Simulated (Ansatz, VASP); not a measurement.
## One calculation of NaGeF3, two programs

```
Na Ge F
1.0
     4.43460    0.00000    0.00000
     0.00000    4.43460    0.00000
     0.00000    0.00000    4.30213
Na Ge F
1 1 3
Direct
  0.00000 0.00000 0.00000
  0.50000 0.50000 0.50000
  0.50000 0.50000 0.00000
  0.50000 0.00000 0.50000
  0.00000 0.50000 0.50000
```

Change from the starting cell: epitaxial_xy strain +2.0%.

Alike in both runs: task single point; functional PBE; k mesh 6 × 6 × 6; occupations fermi-dirac, width 0.02 eV; no spin polarisation.

```csv
,VASP,Ansatz
version,VASP 6.6.1,Ansatz 0.2.0
potentials or method,"VASP PAW PBE potentials, release 64 (Na_pv, Ge_d, F)","plane waves, PAW"
plane-wave cutoff (eV),520,420
valence electrons in the cell,42,44
```

|  | VASP | Ansatz | Ansatz less VASP |
| --- | --- | --- | --- |
| gap on the k mesh at the Fermi level (eV) | 1.51 | 1.51 | +0.005 |
| pressure (GPa) | 0.4 | 0.5 | +0.10 |
| largest component of the traceless stress (GPa) | 1.56 | 1.53 | -0.035 |

The functional is the same, so the differences come from potentials, cutoffs and numerics. The two sets of potentials don't hold the same shells in valence.

A k mesh can miss the band edges.
